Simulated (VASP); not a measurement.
Energy against volume of CsPbCl3 (cubic perovskite). Computed with optB88-vdW, VASP's PBE PAW potentials (set 64) (plane waves; VASP). Run with 520 eV cut-off, 4×4×4 Γ-centred mesh, Gaussian smearing of 0.050 eV, potentials Cs_sv Pb_d Cl.

```tsv
V (Å³/atom)	E (eV/atom)
35.045	-1.32400
36.129	-1.32798
37.213	-1.32663
38.296	-1.32077
```

Question: Fit these four points and predict the energy of the run at 33.961 Å³/atom.

Answer: A cubic in V^(−2/3), the third-order Birch-Murnaghan form, passes through the four points with V0 = 36.37 Å³/atom and B0 = 25 GPa, and gives -1.3137 eV/atom there. The run gave -1.3137 eV/atom, +0.1 meV/atom from the fit; all five points give B0 = 25 GPa.

The compound is CsPbCl3 in the cubic perovskite structure, the ideal cubic form; the compound distorts at low or room temperature. It was relaxed first.
